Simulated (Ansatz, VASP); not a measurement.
# Cross-check of HfC between VASP and Ansatz

Aim: how closely do two programs agree when they are given the same cell, functional and k mesh? The cell is taken from a series of runs on this material, whose earlier steps may have relaxed, scaled, displaced or heated it; both programs get it as it stands.

Main program and level: Ansatz 0.2.0; plane waves, with VASP 6.6.1 beside it; zone-centre phonons at LDA.

## Step 1: Starting point

The structure is orthorhombic, space group Immm (No. 71). The conventional cell has a = 3.136 Å, b = 3.263 Å, c = 4.591 Å, α = 90.00°, β = 90.00°, γ = 90.00°. Nearest to C lie 6 Hf at 2.26 to 2.30 Å. Hf has 6 C at 2.26 to 2.30 Å nearest. Farther neighbours are not listed.

## Step 2: Ansatz: zone-centre phonons, LDA

Ansatz runs on its PAW soft_1 files.

Second derivatives magnify differences that forces hide, and they need a tight electronic threshold.

Input file input.yaml:

```yaml
crystal:
  lattice:
    - [-0.0448610601, 2.26264248, 2.2953894384]
    - [2.26264248, -0.0448610601, 2.2953894384]
    - [2.2177814199, 2.2177814199, 0.0]
  atoms:
    - { symbol: C, position: [0.0, 0.0, 0.0] }
    - { symbol: Hf, position: [0.5, 0.5, 0.5] }
kpoints:
  mp_grid: { grid: [16, 16, 16] }
hamiltonian:
  xc: lda
  pseudopotentials: { kind: paw, azcp: { folder: soft_1 }, xc_functional: pbe }
scf:
  occupations: { method: methfessel_paxton, width: 0.2 }
output:
  eigenvalues: true
phonons:
  method: dfpt
```

The run is started by

```
$ ansatz run input.yaml --threads 4 --pin off --max-ram 10240MiB --backend cpu --events-out ev --progress --plain --runs-dir out
```

Numbers of over 12 decimals in the logs are rounded to 6 here.

The log of the run:

```text
zone centre: on kpoints.mp_grid the ground state, and the responses unless they are solved on pairs of k-points, stand on 1098 of the mesh's 4096 k-points, reduced under 4 symmetry operations, with k and −k counted as one. Each operation leaves every solved displacement unchanged or reverses it
Engine: ansatz 0.2.0, aarch64-unknown-linux-gnu
Pseudopotentials: kind: paw
Pseudopotential: C, paw, valence charge 4, recommended cutoff 420 eV (normal), soft_1/C.paw.azcp
Pseudopotential: Hf, paw, valence charge 26, recommended cutoff 420 eV (normal), soft_1/Hf.paw.azcp
Functional definition: SPW92
  exchange = slater_x
  correlation = pw_c
Crystal: 2 atoms, lattice volume = 23.493 Å³
Basis set: ecut = 420 eV, 463 PW (Γ), exchange–correlation on 48×48×48 points (8 copies of the dense FFT grid, shifted against one another)
Bands: 19, of which v1, the nominal top of the filled ones, is band 15 counted from 1 (14 counted from 0)
Symmetry: 8 space group operations
k-points: 1098 of 4096 (irreducible under 4 space group operations)
Non-local potential: C, projectors of the file, l = 0: 2, l = 1: 2, l = 2: 1
Non-local potential: Hf, projectors of the file, l = 0: 3, l = 1: 2, l = 2: 2, l = 3: 3
PAW form: soft (Blöchl's): semilocal exchange-correlation on the pseudo side does not see the compensation charge
PAW frozen core: C, regenerated for the run's functional, and the local potential with it (the file was generated under x = pbe(κ = 0.804, μ = 0.219515), c = pbe(β = 0.066725))
PAW frozen core: Hf, regenerated for the run's functional, and the local potential with it (the file was generated under x = pbe(κ = 0.804, μ = 0.219515), c = pbe(β = 0.066725))
PAW one-centre angular grid: C, 110 points (default); XC on 64 Gauss nodes
PAW one-centre angular grid: Hf, 590 points (default); XC on 64 Gauss nodes
Initial density: superposition of atomic densities (chi_scale 0.1, normalization cell, long waves kept (reshape's long-wave potential 0.00 eV rms))
Initial wavefunctions: pseudopotential atomic-orbital guess
Functional: x = slater, c = lda
SCF iter   1: F=—  HF=-15723.131360 eV  |F-HF|=—  |Δ(HF+E_count)|=         —  Δρ=9.33e-2  dr2=2.71e0  ethr=3.10e-3  ⟨swp⟩=4.9  Hψ=93120  notcnv=0  defer=1
preconditioner: auto → Kerker (q_TF=auto, 2.842 Å⁻¹)  [metal: Δε(μ)=0.006 eV  Ē_g=17.782 eV  σ=0.200 eV  W_gap=0.03  n_scr=14 (ndim 8)  ℏωp=40.5 eV  f_vac=0.000  D(μ)=0.19/eV (n_scr^D=0)]
SCF iter   2: F=—  HF=-15722.548230 eV  |F-HF|=—  |Δ(HF+E_count)|=   5.83e-1  S|Δr|=    0.00e0  Δρ=3.33e-2  dr2=2.62e-1  ethr=3.10e-3  ⟨swp⟩=2.1  Hψ=36083  notcnv=0  defer=2
SCF iter   3: F=—  HF=-15722.486481 eV  |F-HF|=—  |Δ(HF+E_count)|=   6.17e-2  S|Δr|=    0.00e0  Δρ=1.36e-2  dr2=2.62e-2  ethr=8.74e-4  ⟨swp⟩=2.0  Hψ=37775  notcnv=0  defer=2
SCF iter   4: F=—  HF=-15722.480968 eV  |F-HF|=—  |Δ(HF+E_count)|=   5.51e-3  S|Δr|=    0.00e0  Δρ=7.55e-3  dr2=6.47e-3  ethr=8.73e-5  ⟨swp⟩=2.1  Hψ=37130  notcnv=0
SCF iter   5: F=—  HF=-15722.480271 eV  |F-HF|=—  |Δ(HF+E_count)|=   6.97e-4  S|Δr|=    0.00e0  Δρ=1.46e-3  dr2=2.83e-4  ethr=2.16e-5  ⟨swp⟩=2.0  Hψ=32120  notcnv=0
SCF iter   6: F=—  HF=-15722.480162 eV  |F-HF|=—  |Δ(HF+E_count)|=   1.09e-4  S|Δr|=    0.00e0  Δρ=2.83e-4  dr2=1.98e-5  ethr=9.44e-7  ⟨swp⟩=2.6  Hψ=39436  notcnv=0
SCF iter   7: F=—  HF=-15722.480164 eV  |F-HF|=—  |Δ(HF+E_count)|=   1.42e-6  S|Δr|=    0.00e0  Δρ=8.14e-5  dr2=1.14e-6  ethr=6.59e-8  ⟨swp⟩=2.3  Hψ=38287  notcnv=0
SCF iter   8: F=—  HF=-15722.480164 eV  |F-HF|=—  |Δ(HF+E_count)|=   7.52e-8  S|Δr|=    0.00e0  Δρ=1.35e-5  dr2=2.62e-8  ethr=3.81e-9  ⟨swp⟩=2.8  Hψ=39401  notcnv=0
SCF iter   9: F=—  HF=-15722.480164 eV  |F-HF|=—  |Δ(HF+E_count)|=   9.70e-9  S|Δr|=    0.00e0  Δρ=2.52e-6  dr2=1.15e-9  ethr=8.74e-11  ⟨swp⟩=2.3  Hψ=33783  notcnv=0
SCF iter  10: F=—  HF=-15722.480164 eV  |F-HF|=—  |Δ(HF+E_count)|=  1.53e-10  S|Δr|=    0.00e0  Δρ=2.51e-7  dr2=1.37e-11  ethr=3.84e-12  ⟨swp⟩=2.4  Hψ=36338  notcnv=0
SCF iter  11: F=-15722.480164 eV  HF=-15722.480164 eV  |F-HF|=3.64e-12  |Δ(HF+E_count)|=  3.64e-12  S|Δr|=    0.00e0  Δρ=5.25e-8  dr2=5.40e-13  ethr=1.00e-12  ⟨swp⟩=7.7  Hψ=124941  notcnv=0
SCF 1 converged in 11 iterations: F = -15722.480164 eV  dr2 = 5.40e-13
  greatest PAW one-centre occupation: 0.998 electrons in one spin orbital (limit 2), on the Hf atom at site 1 (counted from 0), in its partial waves of l = 3
DFPT response loops at Γ: preconditioner auto → Kerker (q_TF=auto, 2.842 Å⁻¹) (partly filled bands, converged f_vac=0.000); β = 1.00, the filter's whole step (`scf.mixing.beta` (0.50) is not read by the response loops under this deck's `scf.mixing.preconditioner`; to damp them name `kerker` or `kerker_dos`, under which they read `scf.mixing.beta`, and type it under 1.00, their step now; both keys bind the ground state too); Broyden in place of MSR1
SCF converged after 11 iterations
Stability not checked: this state was not tested for a lower state beside it, because cold or Methfessel-Paxton smearing, or corrected tetrahedra, fill the levels in a way that the test cannot read (fill_not_monotonic; see scf.lower_state_search)
Free energy (F): -15722.480164 eV
Harris-Foulkes:  -15722.480164 eV  (|F-HF|=3.64e-12)
Internal energy: -15722.479959 eV  (E = F + TS)
E sigma→0 (E₀):  -15722.480113 eV
Entropy (-TS):   -0.000204 eV (-0.102 meV/atom)
Fermi energy:    19.652382 eV
--- Per-component energies (eV) ---
  E_band       = 101.766552
  E_kinetic    = 498.749679
  E_local      = -6055.328151  (includes V_loc(G=0)·N_el)
  E_nonlocal   = 99.655197
  E_hartree    = 2977.183779
  E_xc         = -313.454703
  E_vxc        = -315.862404  (∫ρ·V_xc dr)
  E_paw        = -7549.016039  (= ΣΔE_a)
  E_vpaw       = -79.815429  (= ΣTr[D̂ρ^β])
  E_aug_tail   = 0.000121  (compensation charges beyond the density's cutoff)
  E_ewald      = -5382.789762
  E_core_change = 2.519920  (= ΣΔE_core)
  E_smearing   = -0.000204  (= −TS)
  E_closure    = -0.000000  (closes the sum)
  Σ components = -15722.480164   (vs F -15722.480164, Δ=0.00e0)
--- Band table (eV; the first three rows and the last of 1098) ---
  k-point 0: bands = [... 11 lower, 8.9017, 20.6688, 20.6725, 20.6956, 20.7682, 20.9316, 21.2926, 23.0214]
  k-point 1: bands = [... 11 lower, 8.9005, 20.0288, 20.0384, 20.1856, 20.9597, 21.1477, 21.7053, 23.5942]
  k-point 2: bands = [... 11 lower, 8.9007, 18.9585, 19.1549, 19.3149, 21.3048, 21.5122, 22.0905, 24.7603]
  k-point 1097: bands = [... 11 lower, 9.0273, 17.0456, 17.5585, 19.5524, 19.9463, 25.2437, 26.7560, 26.7686]
--- Phonons (Γ-DFPT): 4 representative perturbations + reference, on 1098 of 4096 k-points (Σ response iterations 12) ---
  k mesh reduced under 4 symmetry operations, with k and −k counted as one. Each operation leaves every solved displacement unchanged or reverses it
  ASR residual: 1.557e-5 → 0.000e0 eV/Å²; symmetrization residual: 8.766e-7 eV/Å²
  ASR residual per site (eV/Å²): 1.56e-5 4.89e-6
  Γ frequencies (cm⁻¹): 0.00 0.00 0.00 446.49 470.38 512.59
  non-analytic LO–TO correction: not included (Born effective charges unavailable; polar crystals: no LO–TO splitting at Γ)
```

Reading the cycles: dr2 is the Hartree energy of the density residual (eV), the measure of convergence; HF is the Harris–Foulkes estimate of the energy, which meets the free energy F at convergence.

[end of part 1 of 2]

[Lines on the potential files, build, host, timing and source positions are cut from VASP's logs without a mark.]

[Logs are printed without paths, hosts, clocks, repeated set-up lines and the standing remarks that a program may print on its own settings, such as how far it seeks lower states.]

[Hosts, paths, dates, database ids (printed as entryN), source tags and the programs' standing remarks are cut or masked in the printed files.]
